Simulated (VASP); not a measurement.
WC (wc): computed properties

These are r2SCAN meta-GGA, VASP's PBE PAW potentials (set 64) (plane waves; VASP 6.6.1) values and carry that method's errors.

```json
{
  "space_group": "P-6m2 (187)",
  "cell": "a = b = 2.9171 Å, c = 2.8400 Å, α = β = 90.00°, γ = 120.00°",
  "volume_per_atom": "10.46 Å^3/atom",
  "band gap (over mesh and band path)": "none (metal, semimetal or under 0.01 eV)",
  "density": "15.54 g/cm³"
}
```

Space group P-6m2 (No. 187); a = 2.917 Å, b = 2.917 Å, c = 2.840 Å, α = 90.00°, β = 90.00°, γ = 120.00°

| atom | site | symmetry | x | y | z |
|---|---|---|---|---|---|
| W | 1a | -6m2 | 0.0000 | 0.0000 | 0.0000 |
| C | 1d | -6m2 | 0.3333 | 0.6667 | 0.5000 |

Measured: a 2.906 Å at 300 K (computed value off by +0.4 %), c 2.837 Å at 300 K (computed value off by +0.1 %), as given by Wikipedia, Lattice constant (list at 300 K). The calculation is for a static lattice, while the measured a, c hold thermal and zero-point effects, which are part of the difference. Unless said otherwise, spin-orbit coupling is left out, though it shifts the bands of the heavy elements here.

The compound is WC in the wc structure. It was relaxed first. Symmetry was kept, so distortions that lower it aren't found.
